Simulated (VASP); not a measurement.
Data:

```
CELL_PARAMETERS angstrom
      4.00960     0.00000     0.00000
     -2.00480     3.47242     0.00000
      0.00000     0.00000    16.91592
ATOMIC_POSITIONS crystal
  In 0.33333 0.66667 0.16794
  In 0.66667 0.33333 0.66794
  In 0.66667 0.33333 0.83206
  In 0.33333 0.66667 0.33206
  Se 0.33333 0.66667 0.59236
  Se 0.66667 0.33333 0.09236
  Se 0.66667 0.33333 0.40764
  Se 0.33333 0.66667 0.90764
```

Level of theory: PBEsol GGA, VASP's PBE PAW potentials (set 64) (plane waves; VASP 6.6.1). Numerical set-up: 400 eV cut-off, 7×7×2 Γ-centred mesh, tetrahedra with Blöchl corrections, potentials In_d Se.

Without a dispersion term in the relaxation, distances and binding between the weakly bound layers, chains or molecules are unreliable, and so is what depends on them.

Q: Predict the energy per atom (σ→0).

A: 
```
Property                        Value
---------------------  --------------
energy per atom (σ→0)  -3899 meV/atom
```

The structure was generated: InSe was put into the beta-GaS type (P6_3/mmc), a phase also known from measurement. It was relaxed first, which changed the volume by -16 %.
